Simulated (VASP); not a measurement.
Method: PBE GGA, VASP's PBE PAW potentials (set 64) (plane waves; VASP 6.6.1).

VASP ran on this input.

### POSCAR
```
LiCl
1
    0.0000000000     2.3549091381     2.3549091381
    2.3549091381     0.0000000000     2.3549091381
    2.3549091381     2.3549091381     0.0000000000
Li Cl
1 1
Direct
  0.0000000000   0.0000000000   0.0000000000
  0.5000000000   0.5000000000   0.5000000000
```

### KPOINTS
```
K-points
0
gamma
  8 8 8
```

**INCAR**
```
# general
SYSTEM   =  LiCl
PREC     =  Accurate
ENCUT    =  600
LREAL    =  .False.
LASPH    =  .True.

# electronic loop
EDIFF    =  1E-7
NELM     =  100
ALGO     =  Normal

# smearing
ISMEAR   =  0
SIGMA    =  0.05

# functional
GGA      =  PE

# ions
IBRION   =  2
NSW      =  40
ISIF     =  3
EDIFFG   =  -0.01
PSTRESS  =  150

# output
LWAVE    =  .False.
LCHARG   =  .False.
```

POTCAR, in this order: Li_sv Cl (PBE.64 set). Program: vasp_std.

Output of the run:

File OSZICAR:
```
       N       E                     dE             d eps       ncg     rms          rms(c)
DAV:   1     0.476396558040E+02    0.47640E+02   -0.49797E+03   522   0.116E+03
DAV:   2    -0.541934269926E+01   -0.53059E+02   -0.50120E+02   731   0.177E+02
DAV:   3    -0.710165758842E+01   -0.16823E+01   -0.16806E+01   640   0.382E+01
DAV:   4    -0.714326118475E+01   -0.41604E-01   -0.41548E-01   871   0.552E+00
DAV:   5    -0.714342275593E+01   -0.16157E-03   -0.16157E-03   625   0.388E-01    0.301E+00
DAV:   6    -0.708547107354E+01    0.57952E-01   -0.12385E-01   595   0.218E+00    0.213E+00
DAV:   7    -0.708468799354E+01    0.78308E-03   -0.56328E-02   731   0.164E+00    0.102E+00
DAV:   8    -0.708728613572E+01   -0.25981E-02   -0.75447E-03   633   0.741E-01    0.144E-01
DAV:   9    -0.708726545901E+01    0.20677E-04   -0.25426E-04   727   0.126E-01    0.364E-02
DAV:  10    -0.708729387504E+01   -0.28416E-04   -0.57993E-05   584   0.767E-02    0.143E-02
DAV:  11    -0.708729679125E+01   -0.29162E-05   -0.32423E-06   769   0.187E-02    0.996E-03
DAV:  12    -0.708729711381E+01   -0.32256E-06   -0.72948E-07   572   0.742E-03    0.471E-03
DAV:  13    -0.708729701840E+01    0.95408E-07   -0.36165E-08   346   0.189E-03
   1 F= -.46419914E+01 E0= -.46419914E+01  d E =-.464199E+01
```

OUTCAR:
```
------------------------ aborting loop because EDIFF is reached ----------------------------------------
  FORCE on cell =-STRESS in cart. coord.  units (eV):
  Direction    XX          YY          ZZ          XY          YZ          ZX
  --------------------------------------------------------------------------------------
  Total        2.4456357      2.4456357      2.4456357      0.0000000      0.0000000      0.0000000
  in kB      150.0202525    150.0202525    150.0202525      0.0000000      0.0000000      0.0000000
  external PRESSURE =       0.0202525 kB  Pullay stress =     150.0000000 kB
  volume of cell :       26.12
      direct lattice vectors                 reciprocal lattice vectors
     0.000000000  2.354909138  2.354909138    -0.212322417  0.212322417  0.212322417
     2.354909138  0.000000000  2.354909138     0.212322417 -0.212322417  0.212322417
     2.354909138  2.354909138  0.000000000     0.212322417  0.212322417 -0.212322417
  FREE ENERGIE OF THE ION-ELECTRON SYSTEM (eV)
  ---------------------------------------------------
  free  energy   TOTEN  =        -7.0872970184 eV

  energy  without entropy=       -7.0872970184  energy(sigma->0) =       -7.08729702
  enthalpy is  TOTEN    =        -4.6419914480 eV   P V=        2.4453055704

 reached required accuracy - stopping structural energy minimisation
```
(Selected blocks of OUTCAR.)

The compound is LiCl in the rock salt structure. It was relaxed first under an external pressure of 15 GPa.
